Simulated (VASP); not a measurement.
# Ni: surface energy and work function by face, part 5 of 6

How do surface energy, work function and relaxation of Ni depend on the face?

VASP 6.6.1, plane waves and PAW; the level of theory is named at each step.

Still holding for the runs below: The magnetic state follows from one typed start and may not be the lowest.

So far. Step 5 (Vacuum level and density of states, 7 atoms, face …): The vacuum level lies 5.20 eV above the Fermi level at the upper face; both faces agree, as the slab has next to no dipole. Step 6 (Relaxing the slab, 7 atoms, face Ni(100)): The run ended after 7 ionic steps, 0.022 eV below its first step, once the forces on the free atoms met EDIFFG = -0.03.

### 7. Vacuum level and density of states, 7 atoms, face Ni(100)

Level of this step: PBEsol, spin-polarised from a ferromagnetic start; plane waves and PAW (Ni) (VASP).

Contents of INCAR:

```
SYSTEM = Ni
PREC = Normal
ENCUT = 320
EDIFF = 1E-06
NELM = 120
ISMEAR = 1
SIGMA = 0.15
LREAL = .FALSE.
ALGO = Fast
GGA = PS
NBANDS = 51
ISPIN = 2
MAGMOM = 1 1 1 1 1 1 1
LASPH = .TRUE.
LMAXMIX = 4
LORBIT = 11
LWAVE = .FALSE.
LCHARG = .TRUE.
KPAR = 4
IDIPOL = 3
LDIPOL = .TRUE.
DIPOL = 0.5 0.5 0.5
LVHAR = .TRUE.
LVACPOTAV = .TRUE.
NEDOS = 1500
```

Contents of POSCAR:

```
Ni
1.0
    2.4470699736      0.0000000000      0.0000000000
    0.0000000000      2.4470699736      0.0000000000
    0.0000000000      0.0000000000     25.3820386344
Ni
7
Direct
    0.0000000000      0.0000000000      0.2967417051
    0.5000000000      0.5000000000      0.3626467372
    0.0000000000      0.0000000000      0.4314235625
    0.5000000000      0.5000000000      0.5000000000
    0.0000000000      0.0000000000      0.5685764375
    0.5000000000      0.5000000000      0.6373532628
    0.0000000000      0.0000000000      0.7032582949
```

Contents of KPOINTS:

```
Automatic mesh
0
Gamma
12 12 1
0 0 0
```

The projector-augmented-wave data sets are Ni (PBE family, release 64).

The run is started by

```bash
$ mpirun -np 4 vasp_std
```

The log of the run:

```text
[... set-up lines as in an earlier step ...]
 entering main loop
       N       E                     dE             d eps       ncg     rms          rms(c)
DAV:   1     0.434399978409E+03    0.43440E+03   -0.23689E+04  5776   0.118E+03
DAV:   2    -0.117562999071E+02   -0.44616E+03   -0.42111E+03  5718   0.293E+02
DAV:   3    -0.482887122362E+02   -0.36532E+02   -0.34354E+02  6170   0.113E+02
DAV:   4    -0.489176892193E+02   -0.62898E+00   -0.62761E+00  6255   0.170E+01
DAV:   5    -0.489345245519E+02   -0.16835E-01   -0.16835E-01  8610   0.176E+00    0.280E+01
RMM:   6    -0.486032238748E+02    0.33130E+00   -0.63823E+01  6360   0.634E+01    0.324E+01
RMM:   7    -0.613192284480E+02   -0.12716E+02   -0.15494E+01  6566   0.251E+01    0.490E+01
RMM:   8    -0.484812926404E+02    0.12838E+02   -0.81665E+00  6339   0.218E+01    0.385E+01
RMM:   9    -0.413297513119E+02    0.71515E+01   -0.53351E+00  6489   0.173E+01    0.163E+01
RMM:  10    -0.419028897590E+02   -0.57314E+00   -0.19772E+00  6542   0.953E+00    0.263E+01
RMM:  11    -0.397462777195E+02    0.21566E+01   -0.54255E-01  6250   0.540E+00    0.122E+01
RMM:  12    -0.399962771444E+02   -0.25000E+00   -0.19240E-01  6503   0.240E+00    0.704E+00
RMM:  13    -0.403028956364E+02   -0.30662E+00   -0.19609E-01  6555   0.296E+00    0.892E+00
RMM:  14    -0.406315016266E+02   -0.32861E+00   -0.44058E-01  6968   0.344E+00    0.305E+00
RMM:  15    -0.406981675881E+02   -0.66666E-01   -0.33586E-02  6535   0.899E-01    0.455E+00
RMM:  16    -0.406806392488E+02    0.17528E-01   -0.86562E-03  6449   0.600E-01    0.287E+00
RMM:  17    -0.407252706307E+02   -0.44631E-01   -0.85435E-03  6701   0.483E-01    0.208E+00
RMM:  18    -0.408248307270E+02   -0.99560E-01   -0.40406E-02  7307   0.802E-01    0.124E+00
RMM:  19    -0.409528906977E+02   -0.12806E+00   -0.36662E-02  7223   0.624E-01    0.208E+00
RMM:  20    -0.410157440593E+02   -0.62853E-01   -0.25880E-02  7185   0.638E-01    0.108E+00
RMM:  21    -0.410320539220E+02   -0.16310E-01   -0.50426E-03  6830   0.331E-01    0.130E+00
RMM:  22    -0.410321569121E+02   -0.10299E-03   -0.45524E-04  6556   0.120E-01    0.131E+00
RMM:  23    -0.410322122971E+02   -0.55385E-04   -0.80785E-05  6738   0.461E-02    0.132E+00
RMM:  24    -0.410259184382E+02    0.62939E-02   -0.49101E-04  6989   0.132E-01    0.106E+00
RMM:  25    -0.410019930941E+02    0.23925E-01   -0.25191E-03  8756   0.267E-01    0.479E-01
RMM:  26    -0.409932938403E+02    0.86993E-02   -0.29862E-04  6933   0.996E-02    0.286E-01
RMM:  27    -0.410001438172E+02   -0.68500E-02   -0.98807E-04  7698   0.148E-01    0.920E-02
RMM:  28    -0.410085415895E+02   -0.83978E-02   -0.61837E-04  7280   0.968E-02    0.114E-01
RMM:  29    -0.410181902325E+02   -0.96486E-02   -0.34699E-04  7079   0.669E-02    0.833E-02
RMM:  30    -0.410289468240E+02   -0.10757E-01   -0.31471E-04  7161   0.600E-02    0.341E-02
RMM:  31    -0.410367930432E+02   -0.78462E-02   -0.11263E-04  6898   0.433E-02    0.282E-02
RMM:  32    -0.410442320872E+02   -0.74390E-02   -0.10320E-04  6951   0.473E-02    0.311E-02
RMM:  33    -0.410468728204E+02   -0.26407E-02   -0.23343E-05  6353   0.258E-02    0.139E-02
RMM:  34    -0.410477930388E+02   -0.92022E-03   -0.93161E-06  5745   0.144E-02    0.157E-02
RMM:  35    -0.410479884587E+02   -0.19542E-03   -0.16438E-06  4571   0.658E-03    0.134E-02
RMM:  36    -0.410480291044E+02   -0.40646E-04   -0.76508E-07  4452   0.483E-03    0.567E-03
RMM:  37    -0.410480543605E+02   -0.25256E-04   -0.83734E-07  4503   0.509E-03    0.384E-03
RMM:  38    -0.410480618042E+02   -0.74437E-05   -0.33946E-07  4273   0.368E-03    0.283E-03
RMM:  39    -0.410480647710E+02   -0.29668E-05   -0.19870E-07  4159   0.289E-03    0.137E-03
RMM:  40    -0.410480658428E+02   -0.10718E-05   -0.56235E-08  3752   0.165E-03    0.126E-03
RMM:  41    -0.410480665454E+02   -0.70268E-06   -0.28447E-08  3319   0.121E-03
 [... a notice as in an earlier step ...]

   1 F= -.41048067E+02 E0= -.41048451E+02  d E =0.115326E-02  mag=     4.5956
```

Elapsed: 1.9 min, on 4 MPI ranks of Intel Xeon Platinum 8259CL at 2.50GHz (Skylake/Cascade Lake), shared host; peak memory 0.99 GiB; 7.7 min of CPU time.

From OUTCAR (step 7):

```text
   NELECT =      70.0000    total number of electrons

 E-fermi :   2.1435

 spin component 1
 k-point     1 :       0.0000    0.0000    0.0000
  band No.  band energies     occupation
    ...
     37       1.5630      1.00000
     38       1.6046      1.00000
     39       1.6591      1.00002
     40       1.6591      1.00002
     41       1.7562      1.00080
     42       3.2251     -0.00000
     43       4.1545     -0.00000
     44       7.0000      0.00000
     45       7.4031      0.00000
     46       8.4188      0.00000
    ...

 k-point     2 :       0.0833    0.0000    0.0000
  band No.  band energies     occupation
    ...
     36       1.3618      1.00000
     37       1.5145      1.00000
     38       1.5196      1.00000
     39       1.6030      1.00000
     40       1.6673      1.00003
     41       2.2992     -0.02866
     42       3.6607     -0.00000
     43       4.6525     -0.00000
     44       7.1768      0.00000
     45       7.5908      0.00000
    ...

  Total       -1.8537132     -1.8537132     -0.3433065      0.0000000      0.0000000     -0.0000000
  in kB      -19.5404181    -19.5404181     -3.6188725      0.0000000      0.0000000     -0.0000000
  external PRESSURE =     -14.2332362 kB  Pullay stress =       0.0000000 kB

 POSITION                                       TOTAL-FORCE (eV/Angst)
 -----------------------------------------------------------------------------------
      0.00000      0.00000      7.53191        -0.000000     -0.000000      0.020196
      1.22353      1.22353      9.20471         0.000000      0.000000      0.009057
      0.00000      0.00000     10.95041        -0.000000     -0.000000      0.010835
      1.22353      1.22353     12.69102        -0.000000     -0.000000     -0.000000
      0.00000      0.00000     14.43163        -0.000000     -0.000000     -0.010835
      1.22353      1.22353     16.17733         0.000000      0.000000     -0.009057
      0.00000      0.00000     17.85013        -0.000000     -0.000000     -0.020196
 -----------------------------------------------------------------------------------
    total drift:                                0.000000      0.000000      0.000000

  FREE ENERGIE OF THE ION-ELECTRON SYSTEM (eV)
  ---------------------------------------------------
  free  energy   TOTEN  =       -41.0480665454 eV

  energy  without entropy=      -41.0492198101  energy(sigma->0) =      -41.04845097

 vacuum level on the upper side and lower side of the slab         7.196         7.196

[... 10 parts as in an earlier step ...]

[... 14 further parts left out ...]
```

This step gave:

```yaml
electronic_cycles: 41
fermi_energy: 2.143 eV
moment_of_the_cell_from_the_last_line_of_the_log: 4.596 μB
vacuum_levels: 7.196, 7.196 eV
work_functions_of_the_upper_and_lower_face: 5.053, 5.053 eV
```

The planar average of the electrostatic potential oscillates, so the rows of the table below give means over windows of 1.7 Å about each position, cut where the curve ends. Its maxima inside the range that stand out by 2 % of the span (Å: eV): 8.4: -3.08, 10.1: -2.33, 11.8: -2.40, 13.6: -2.40, 15.3: -2.33, 17.0: -3.08. Its minima: 7.5: -17.8, 9.2: -18.1, 11.0: -18.0, 12.7: -18.1, 14.4: -18.0, 16.2: -18.1, 17.9: -17.8.

Zero at the Fermi level. The planar average of the electrostatic potential by height; means over each step:

height (Å), planar average of the electrostatic potential (eV) and a bar from the least value:
```
     0.85        5.1 ##############################
     2.55        5.1 ##############################
     4.25        5.0 ##############################
     5.95        3.6 ###########################
     7.65       -9.9 #
     9.35      -10.1 
    11.05      -10.0 
    12.75      -10.0 
    14.45      -10.0 
    16.15      -10.1 
    17.85       -9.6 #
    19.55        4.0 ############################
    21.25        5.0 ##############################
    22.95        5.1 ##############################
    24.65        5.1 ##############################
```

Density of states in the PAW spheres, an atom over height of the layer and energy from the Fermi level.

Ten even steps from '0' (0.03 states/eV) to '9' (3.39 states/eV), each cell a mean:
```
3222223
5445445
7455547
9888889
9666669
8676768
6566656
5677765
4555554
3444443
3544453
2433342
1333331
0221220
0111110
0000000
0000000
0000000
0000000
0000000
0000000
0000000
```
Columns: height of the layer (Å) from 7.5 to 17.9; rows upwards: energy from the Fermi level (eV) from -7.9 to 0.5.

Spin density in the ca plane at fractional y = 0.000, with atoms of Ni within 0.2 Å of it.

Values in units of 1e-1 e/Å³, 5 rows by 16 columns, each cell a mean:
```
 4.8  2.0 -0.1  1.3  5.2  0.0  0.0  5.2  1.3 -0.1  2.0  4.8  0.0  0.0  0.0  0.0
 0.4  0.1 -0.1  0.1  0.5 -0.1 -0.1  0.5  0.1 -0.1  0.1  0.4  0.0  0.0  0.0  0.0
 0.0 -0.1 -0.1 -0.1 -0.1 -0.1 -0.1 -0.1 -0.1 -0.1 -0.1  0.0  0.0  0.0  0.0  0.0
 1.5  0.6 -0.1  0.4  1.8 -0.1 -0.1  1.8  0.4 -0.1  0.6  1.5  0.0  0.0  0.0  0.0
 6.7  2.8 -0.1  1.8  7.3  0.0  0.0  7.3  1.8 -0.1  2.8  6.7  0.0  0.0  0.0  0.0
```
Columns run along c (16.0 Å, from fractional 0.27 to 0.90 of the cell), rows up along a (2.4 Å). Atoms in or near the plane, at fractional coordinates: Ni at (0.30, 0.00), Ni at (0.43, 0.00), Ni at (0.57, 0.00), Ni at (0.70, 0.00).

Valence density in the ca plane at fractional y = 0.000, with atoms of Ni within 0.2 Å of it. It is the smooth field of the valence electrons, not physical close to the nuclei.

Values in units of 1e0 e/Å³, 5 rows by 16 columns, each cell a mean:
```
4.7 2.2 0.2 1.6 5.3 0.3 0.3 5.3 1.6 0.2 2.2 4.7 0.1 0.0 0.0 0.0
0.7 0.5 0.3 0.4 0.8 0.3 0.3 0.8 0.4 0.3 0.5 0.7 0.1 0.0 0.0 0.0
0.3 0.3 0.3 0.3 0.3 0.3 0.3 0.3 0.3 0.3 0.3 0.3 0.1 0.0 0.0 0.0
1.6 0.9 0.3 0.7 1.9 0.3 0.3 1.9 0.7 0.3 0.9 1.6 0.1 0.0 0.0 0.0
6.7 3.1 0.2 2.2 7.5 0.3 0.3 7.5 2.2 0.2 3.1 6.7 0.1 0.0 0.0 0.0
```
Columns run along c (16.0 Å, from fractional 0.27 to 0.90 of the cell), rows up along a (2.4 Å). Atoms in or near the plane, at fractional coordinates: Ni at (0.30, 0.00), Ni at (0.43, 0.00), Ni at (0.57, 0.00), Ni at (0.70, 0.00).

The map of layer states is cut here 0.5 eV above the Fermi level, so it leaves out the states above that.

The vacuum level lies 5.05 eV above the Fermi level at the upper face; both faces agree, as the slab has next to no dipole.

The program found no field-free point at its default tolerance, but its printed level agrees with the flat part of the planar average.

On this mesh the fine structure of the density of states is sampling noise, and high empty states may be cut by the number of bands.

### 8. Surface relaxation, 9 atoms, face Ni(110)

System of this step: Ni(110). The cell holds 9 atoms: 9 Ni. Cell: a = 3.461 Å, b = 2.447 Å, c = 24.788 Å, α = 90.0°, β = 90.0°, γ = 90.0°. It derives from Ni. 9 layers of fcc Ni, cut at this functional's lattice. Vacuum lies along c.

Contents of INCAR:

```
SYSTEM = Ni
PREC = Normal
ENCUT = 320
EDIFF = 1E-05
NELM = 120
ISMEAR = 1
SIGMA = 0.15
LREAL = .FALSE.
ALGO = Fast
GGA = PS
NBANDS = 66
ISPIN = 2
MAGMOM = 1 1 1 1 1 1 1 1 1
LASPH = .TRUE.
LMAXMIX = 4
LORBIT = 11
LWAVE = .FALSE.
LCHARG = .FALSE.
KPAR = 4
IBRION = 2
NSW = 40
ISIF = 2
EDIFFG = -0.03
POTIM = 0.4
MAXMIX = 40
```

Contents of POSCAR:

```
Ni
1.0
    3.4606795448      0.0000000000      0.0000000000
    0.0000000000      2.4470699736      0.0000000000
    0.0000000000      0.0000000000     24.7882798946
Ni
9
Direct
    0.0000000000      0.0000000000      0.3025623400
    0.5000000000      0.5000000000      0.3519217600
    0.0000000000      0.0000000000      0.4012811700
    0.5000000000      0.5000000000      0.4506405900
    0.0000000000      0.0000000000      0.5000000000
    0.5000000000      0.5000000000      0.5493594100
    0.0000000000      0.0000000000      0.5987188300
    0.5000000000      0.5000000000      0.6480782400
    0.0000000000      0.0000000000      0.6974376600
```

Contents of KPOINTS:

```
Automatic mesh
0
Gamma
9 12 1
0 0 0
```

The run is started by

```bash
$ mpirun -np 4 vasp_std
```

The log of the run:

```text
[banner, memory and clock lines left out]
running    4 mpi-ranks, on    1 nodes
[...]
[... a notice as in an earlier step ...]

 LDA part: xc-table for (Slater+PW92), standard interpolation
 POSCAR, INCAR and KPOINTS ok, starting setup
[...]
entering main loop
       N       E                     dE             d eps       ncg     rms          rms(c)
DAV:   1     0.574397477429E+03    0.57440E+03   -0.30191E+04  9288   0.115E+03
DAV:   2    -0.902372111437E+01   -0.58342E+03   -0.54771E+03  9256   0.292E+02
DAV:   3    -0.615067442110E+02   -0.52483E+02   -0.48211E+02 10016   0.117E+02
DAV:   4    -0.625967079003E+02   -0.10900E+01   -0.10865E+01 10146   0.196E+01
[...]
RMM:  38    -0.523459517272E+02   -0.51655E-04   -0.99525E-07  5322   0.541E-03    0.501E-03
RMM:  39    -0.523459629223E+02   -0.11195E-04   -0.33885E-07  4280   0.357E-03    0.298E-03
RMM:  40    -0.523459689757E+02   -0.60534E-05   -0.24390E-07  4054   0.300E-03
   1 F= -.52345969E+02 E0= -.52342037E+02  d E =-.523460E+02  mag=     5.8808
[... from here on, the cycles between the ionic steps are left out ...]
   2 F= -.52393234E+02 E0= -.52389340E+02  d E =-.472645E-01  mag=     5.8591
   3 F= -.52419383E+02 E0= -.52415574E+02  d E =-.734137E-01  mag=     5.8288
   4 F= -.52420952E+02 E0= -.52417193E+02  d E =-.749833E-01  mag=     5.8185
   5 F= -.52420951E+02 E0= -.52417186E+02  d E =-.749820E-01  mag=     5.8200
   6 F= -.52423604E+02 E0= -.52419763E+02  d E =-.265304E-02  mag=     5.8121
   7 F= -.52424404E+02 E0= -.52420515E+02  d E =-.345322E-02  mag=     5.8037
   8 F= -.52424427E+02 E0= -.52420534E+02  d E =-.347591E-02  mag=     5.8032
   9 F= -.52424835E+02 E0= -.52420951E+02  d E =-.407708E-03  mag=     5.8042
 trial-energy change:   -0.000408  1 .order   -0.000424   -0.000502   -0.000346
 step:   4.8335(harm=  4.8335)  dis= 0.00796  next Energy=   -52.425232 (dE=-0.805E-03)
 reached required accuracy - stopping structural energy minimisation
```

Elapsed: 10 min, on 4 MPI ranks; peak memory 1.6 GiB.

Parts of OUTCAR (step 8):

```text
  Total       -1.9866664     -2.3907867     -0.7870705     -0.0000000      0.0000000      0.0000000
  in kB      -15.1628684    -18.2472429     -6.0071719     -0.0000000      0.0000000      0.0000000
  external PRESSURE =     -13.1390944 kB  Pullay stress =       0.0000000 kB

 POSITION                                       TOTAL-FORCE (eV/Angst)
 -----------------------------------------------------------------------------------
      0.00000      2.44707      7.57647         0.000000      0.000000      0.020568
      1.73034      1.22353      8.67704        -0.000000      0.000000      0.027211
      0.00000      2.44707      9.93836        -0.000000      0.000000      0.014307
      1.73034      1.22353     11.16796         0.000000      0.000000      0.028061
      0.00000      2.44707     12.39414        -0.000000      0.000000      0.000000
      1.73034      1.22353     13.62032        -0.000000      0.000000     -0.028061
      0.00000      0.00000     14.84992        -0.000000      0.000000     -0.014307
      1.73034      1.22353     16.11124        -0.000000      0.000000     -0.027211
      0.00000      2.44707     17.21181         0.000000      0.000000     -0.020568
 -----------------------------------------------------------------------------------
    total drift:                                0.000000      0.000000      0.000000

  FREE ENERGIE OF THE ION-ELECTRON SYSTEM (eV)
  ---------------------------------------------------
  free  energy   TOTEN  =       -52.4248346302 eV

  energy  without entropy=      -52.4131823674  energy(sigma->0) =      -52.42095054

 magnetization (x)
# of ion       s       p       d       tot
------------------------------------------
    1       -0.002  -0.017   0.749   0.730
    2       -0.007  -0.026   0.662   0.629
    3       -0.007  -0.023   0.656   0.626
    4       -0.006  -0.024   0.663   0.633
    5       -0.007  -0.024   0.643   0.613
    6       -0.006  -0.024   0.663   0.633
    7       -0.007  -0.023   0.656   0.626
    8       -0.007  -0.026   0.662   0.629
    9       -0.002  -0.017   0.749   0.730
--------------------------------------------------
tot         -0.051  -0.203   6.105   5.851

[... 1 part as in an earlier step ...]

[... 3 further parts left out ...]
[key lines of the parts left out:]
E-fermi :   1.8770
```

The run keeps the 8 symmetry operations of its start, so it cannot find a distortion of lower symmetry.

The steps of the relaxation:

```csv
step,energy less that of the first step (eV),largest force (eV/Å)
1,0.0000,0.6704
2,-0.0473,0.4361
3,-0.0734,0.1669
4,-0.0750,0.1547
5,-0.0750,0.1487
6,-0.0776,0.0557
7,-0.0784,0.0331
8,-0.0785,0.0403
9,-0.0789,0.0281
```

The atoms that moved most (Å):

```csv
atom,dx,dy,dz,length
Ni1,0.000,0.000,0.076,0.076
Ni9,0.000,0.000,-0.076,0.076
Ni8,0.000,0.000,0.046,0.046
Ni2,0.000,0.000,-0.046,0.046
Ni7,0.000,0.000,0.009,0.009
Ni3,0.000,0.000,-0.009,0.009
```

Final coordinates:

```xyz
9
Lattice="3.4607 0.0000 0.0000 0.0000 2.4471 0.0000 0.0000 0.0000 24.7883" Properties=species:S:1:pos:R:3
Ni    0.0000    0.0000    7.5765
Ni    1.7303    1.2235    8.6770
Ni    0.0000    0.0000    9.9384
Ni    1.7303    1.2235   11.1680
Ni    0.0000    0.0000   12.3941
Ni    1.7303    1.2235   13.6203
Ni    0.0000    0.0000   14.8499
Ni    1.7303    1.2235   16.1112
Ni    0.0000    0.0000   17.2118
```

Spin moment in the PAW sphere by atom:

```
atom  spin moment in the PAW sphere (μB)
 Ni1                               0.730
 Ni2                               0.629
 Ni3                               0.626
 Ni4                               0.633
 Ni5                               0.613
 Ni6                               0.633
 Ni7                               0.626
 Ni8                               0.629
 Ni9                               0.730
```

The run ended after 9 ionic steps, 0.079 eV below its first step, once the forces on the free atoms met EDIFFG = -0.03.

(Continued in part 6 of 6.)

[Lines on the potential files, build, host, timing and source positions are cut from VASP's logs without a mark.]

[Logs are printed without paths, hosts, clocks, repeated set-up lines and the standing remarks that a program may print on its own settings, such as how far it seeks lower states.]

[Hosts, paths, dates, database ids (printed as entryN), source tags and the programs' standing remarks are cut or masked in the printed files.]

[Runs that stopped without an error message from VASP are left out.]
